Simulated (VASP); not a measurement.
A VASP calculation is set up with these files.

File KPOINTS:
```
Automatic mesh
0
Gamma
2 2 2
0 0 0
```

### INCAR
```
SYSTEM = GaN
PREC = Accurate
ENCUT = 520
EDIFF = 1E-6
NELM = 25
ALGO = VeryFast
LREAL = .FALSE.
LASPH = .TRUE.
ISMEAR = 0
SIGMA = 0.05
GGA = PE
LMAXMIX = 4
LWAVE = .FALSE.
LCHARG = .FALSE.
ISIF = 2
HFSCREEN = 0.2
AEXX = 0.25
LHFCALC = .TRUE.
PRECFOCK = Fast
ISYM = 3
```

POSCAR:
```
GaN
1
    1.5950000000    -2.7626210000     0.0000000000
    1.5950000000     2.7626210000     0.0000000000
    0.0000000000     0.0000000000     5.1900000000
Ga N
2 2
Direct
  0.6666670000   0.3333330000   0.5000000000
  0.3333330000   0.6666670000   0.0000000000
  0.6666670000   0.3333330000   0.8770000000
  0.3333330000   0.6666670000   0.3770000000
```

POTCAR, in this order: Ga_d N (PBE.64 set). Program: vasp_std.

The resulting files:

### standard output
```
 POSCAR found type information on POSCAR GaN
 POSCAR found :  2 types and       4 ions
 Reading from existing POTCAR
 Reading from existing POTCAR
 LDA part: xc-table for (Slater+PW92), standard interpolation
 POSCAR, INCAR and KPOINTS ok, starting setup
 WAVECAR not read
 entering main loop
       N       E                     dE             d eps       ncg     rms          rms(c)
RMM:   1    -0.927394127509E+03   -0.92739E+03   -0.20229E+04    88   0.289E+03
RMM:   2    -0.847713423850E+03    0.79681E+02   -0.24807E+03    88   0.392E+02
RMM:   3    -0.842463155836E+03    0.52503E+01   -0.49318E+02    88   0.217E+02
RMM:   4    -0.858308022127E+03   -0.15845E+02   -0.21024E+02    88   0.140E+02
RMM:   5    -0.867287111994E+03   -0.89791E+01   -0.11932E+02    88   0.102E+02
RMM:   6    -0.872372420231E+03   -0.50853E+01   -0.73198E+01    88   0.725E+01
RMM:   7    -0.875146906867E+03   -0.27745E+01   -0.48194E+01    88   0.579E+01
RMM:   8    -0.876896180737E+03   -0.17493E+01   -0.33568E+01    88   0.452E+01
RMM:   9    -0.880896034648E+03   -0.39999E+01   -0.55344E+01   291   0.384E+01
RMM:  10    -0.879576874298E+03    0.13192E+01   -0.10724E+01   277   0.173E+01
RMM:  11    -0.878837263407E+03    0.73961E+00   -0.51550E+00   281   0.113E+01
RMM:  12    -0.878538365510E+03    0.29890E+00   -0.39278E+00   283   0.111E+01    0.126E+01
RMM:  13     0.167591620101E+03    0.10461E+04   -0.77057E+01   297   0.711E+01    0.706E+00
RMM:  14     0.161944124790E+03   -0.56475E+01   -0.89398E+00   286   0.242E+01    0.394E+00
RMM:  15     0.162060800845E+03    0.11668E+00   -0.52059E+00   297   0.155E+01    0.211E+00
RMM:  16     0.162167074633E+03    0.10627E+00   -0.42905E+00   313   0.142E+01    0.864E-01
RMM:  17     0.162329052760E+03    0.16198E+00   -0.43319E+00   300   0.141E+01    0.444E-01
RMM:  18     0.162347870056E+03    0.18817E-01   -0.44657E+00   310   0.137E+01    0.225E-01
RMM:  19     0.162381785164E+03    0.33915E-01   -0.43859E+00   306   0.141E+01    0.158E-01
RMM:  20     0.162381145698E+03   -0.63947E-03   -0.45093E+00   316   0.136E+01    0.956E-02
RMM:  21     0.162378067858E+03   -0.30778E-02   -0.44664E+00   314   0.141E+01    0.684E-02
RMM:  22     0.162382048146E+03    0.39803E-02   -0.45187E+00   314   0.136E+01    0.476E-02
RMM:  23     0.162368474420E+03   -0.13574E-01   -0.44971E+00   317   0.140E+01    0.449E-02
RMM:  24     0.162379841345E+03    0.11367E-01   -0.45484E+00   317   0.136E+01    0.366E-02
RMM:  25     0.162369613929E+03   -0.10227E-01   -0.45229E+00   323   0.141E+01

 -----------------------------------------------------------------------------
|                                                                             |
|           W    W    AA    RRRRR   N    N  II  N    N   GGGG   !!!           |
|           W    W   A  A   R    R  NN   N  II  NN   N  G    G  !!!           |
|           W    W  A    A  R    R  N N  N  II  N N  N  G       !!!           |
|           W WW W  AAAAAA  RRRRR   N  N N  II  N  N N  G  GGG   !            |
|           WW  WW  A    A  R   R   N   NN  II  N   NN  G    G                |
|           W    W  A    A  R    R  N    N  II  N    N   GGGG   !!!           |
|                                                                             |
|     The electronic self-consistency was not achieved in the given           |
|     number of steps (NELM). The forces and other quantities evaluated       |
|     might not be reliable so examine the results carefully. If you find     |
|     spurious results, we suggest increasing NELM, if you were close to      |
|     convergence or switching to a different ALGO or adjusting the           |
|     density mixing parameters otherwise.                                    |
|                                                                             |
 -----------------------------------------------------------------------------

   1 F= 0.16236961E+03 E0= 0.16236961E+03  d E =-.156006E-11
```

File OUTCAR:
```
------------------------ aborting loop EDIFF was not reached (unconverged)  ----------------------------
  FORCE on cell =-STRESS in cart. coord.  units (eV):
  Direction    XX          YY          ZZ          XY          YZ          ZX
  --------------------------------------------------------------------------------------
  Total     -241.2953707   -241.2953640   -244.3584891      0.0000000      0.0000000      0.0000000
  in kB    -8452.4035282  -8452.4032952  -8559.7023685      0.0000000      0.0000000      0.0000000
  external PRESSURE =   -8488.1697306 kB  Pullay stress =       0.0000000 kB
  volume of cell :       45.74
      direct lattice vectors                 reciprocal lattice vectors
     1.595000000 -2.762621000  0.000000000     0.313479624 -0.180987548  0.000000000
     1.595000000  2.762621000  0.000000000     0.313479624  0.180987548  0.000000000
     0.000000000  0.000000000  5.190000000     0.000000000  0.000000000  0.192678227
  FREE ENERGIE OF THE ION-ELECTRON SYSTEM (eV)
  ---------------------------------------------------
  free  energy   TOTEN  =       162.3696139287 eV

  energy  without entropy=      162.3696139287  energy(sigma->0) =      162.36961393

  exchange ACFDT corr.  =        -0.00000000  see jH, gK, PRB 81, 115126
```
(Selected blocks of OUTCAR.)

Problem. From input and log, find the fault in this run and mend it.

Solution. The cause: a hybrid functional was run with ALGO = VeryFast. Convergence was not reached. Against the sound run, the energy per atom (σ→0) increases by 47.650 eV/atom; the pressure falls by 848.82 GPa. To mend it, set ALGO = Normal.

The mended run (HSE06 screened hybrid, plane waves, VASP's PBE PAW potentials (set 64)) converges, and its OSZICAR ends with
```
   1 F= -.28230624E+02 E0= -.28230624E+02  d E =-.571596E-13
```

The compound is GaN in the wurtzite structure. The cell was not relaxed at this level.
